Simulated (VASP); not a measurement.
OSZICAR of a VASP run on NiSi2 (fluorite):

File OSZICAR:
```
       N       E                     dE             d eps       ncg     rms          rms(c)
DAV:   1     0.749540468816E+02    0.74954E+02   -0.80900E+03  1222   0.143E+03
DAV:   2    -0.137680683009E+02   -0.88722E+02   -0.83206E+02  1252   0.257E+02
DAV:   3    -0.183124307312E+02   -0.45444E+01   -0.44146E+01  1586   0.634E+01
DAV:   4    -0.184017907139E+02   -0.89360E-01   -0.89225E-01  1478   0.844E+00
DAV:   5    -0.184041354180E+02   -0.23447E-02   -0.23441E-02  1601   0.145E+00    0.165E+01
DAV:   6    -0.231380789189E+02   -0.47339E+01   -0.53737E+01  1330   0.181E+02    0.253E+01
DAV:   7    -0.165560706279E+02    0.65820E+01   -0.15708E+01  1475   0.114E+02    0.427E+00
DAV:   8    -0.164971040817E+02    0.58967E-01   -0.22450E+00  1758   0.256E+01    0.277E+00
DAV:   9    -0.164529981258E+02    0.44106E-01   -0.28386E-01  1532   0.111E+01    0.608E-01
DAV:  10    -0.164519801984E+02    0.10179E-02   -0.98983E-03  1737   0.199E+00    0.286E-01
DAV:  11    -0.164523398164E+02   -0.35962E-03   -0.12450E-03  1446   0.301E-01    0.295E-02
DAV:  12    -0.164523847872E+02   -0.44971E-04   -0.50874E-05  1529   0.116E-01    0.194E-02
DAV:  13    -0.164523987211E+02   -0.13934E-04   -0.44488E-05  1372   0.931E-02    0.102E-02
DAV:  14    -0.164523992022E+02   -0.48112E-06   -0.17736E-06  1640   0.120E-02    0.456E-03
DAV:  15    -0.164523993619E+02   -0.15968E-06   -0.51599E-07  1513   0.173E-02    0.742E-04
DAV:  16    -0.164523994757E+02   -0.11378E-06   -0.54395E-08   831   0.276E-03    0.252E-04
DAV:  17    -0.164523994801E+02   -0.44615E-08   -0.14085E-08   791   0.203E-03
   1 F= -.16452399E+02 E0= -.16452059E+02  d E =-.102008E-02
```

Question: Which electronic solver shows in the log?

Answer: It is blocked Davidson (ALGO = Normal, or the opening steps of other solvers). The INCAR had ALGO = Normal.

Question: How was spin treated?

Answer: Without spin polarisation: there is no mag entry.

Question: Can the final energy be trusted as converged?

Answer: Self-consistency was reached. It stopped with EDIFF = 1E-7, NELM = 100 (revPBE GGA, plane waves, VASP's PBE PAW potentials (set 64)).

The compound is NiSi2 in the fluorite structure. This cell is one point of a volume scan, at 0.97 of the reference volume. The run is not spin-polarised, so no magnetic state was tried.
